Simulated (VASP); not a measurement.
Data:

```
IrO2
1.0
    4.57600     0.00000     0.00000
    0.00000     4.57600     0.00000
    0.00000     0.00000     3.20235
Ir O
2 4
Direct
  0.00000   0.00000   0.00000
  0.50000   0.50000   0.50000
  0.30821   0.30821   0.00000
  0.80821   0.19179   0.50000
  0.19179   0.80821   0.50000
  0.69179   0.69179   0.00000
```

Method: RPBE GGA, VASP's PBE PAW potentials (set 64) (plane waves; VASP 6.6.1). Numerical set-up: 520 eV cut-off, 8×8×11 Γ-centred mesh, tetrahedra with Blöchl corrections, potentials Ir O.

Unless said otherwise, spin-orbit coupling is left out, though it shifts the bands of the heavy elements here.

### Question
Tabulate the total density of states (states/eV per cell) against energy (eV; zero at the valence-band maximum or, without a gap, the Fermi level).

### Answer

```
E (eV) | DOS (states/eV)
    -9.99 |  0.00
    -9.69 |  0.00
    -9.28 |  0.01
    -8.98 | ###### 1.29
    -8.57 | ####### 1.67
    -8.27 | ######### 2.17
    -7.96 | ########################### 6.14
    -7.55 | ########################### 6.15
    -7.25 | #################### 4.55
    -6.95 | ###### 1.33
    -6.54 | ############ 2.86
    -6.24 | ################ 3.57
    -5.83 | ############# 2.89
    -5.53 | ################# 3.90
    -5.22 | ######################## 5.54
    -4.81 | ##################### 4.93
    -4.51 | ##################### 4.75
    -4.10 | ################ 3.72
    -3.80 | ############### 3.45
    -3.50 | ############## 3.16
    -3.09 | ############## 3.26
    -2.78 | ##### 1.22
    -2.48 | ### 0.71
    -2.07 | ################### 4.40
    -1.77 | ############################## 6.89
    -1.36 | ########################### 6.22
    -1.06 | ################# 3.96
    -0.75 | ###### 1.37
    -0.35 | ############## 3.22
    -0.04 | ############## 3.31
     0.36 | ################ 3.65
     0.67 | ### 0.61
     0.97 | ### 0.72
     1.38 | ####### 1.50
     1.68 | ######### 1.97
     1.99 | ########### 2.44
     2.39 | ######### 2.12
     2.70 | ######## 1.88
     3.10 | ########### 2.62
     3.41 | ########### 2.58
```
Within 2 eV below the Fermi level the largest weight inside VASP's projection spheres is Ir d, then O p.

The compound is IrO2 in the rutile structure. It was relaxed first, which changed the volume by +5 %.
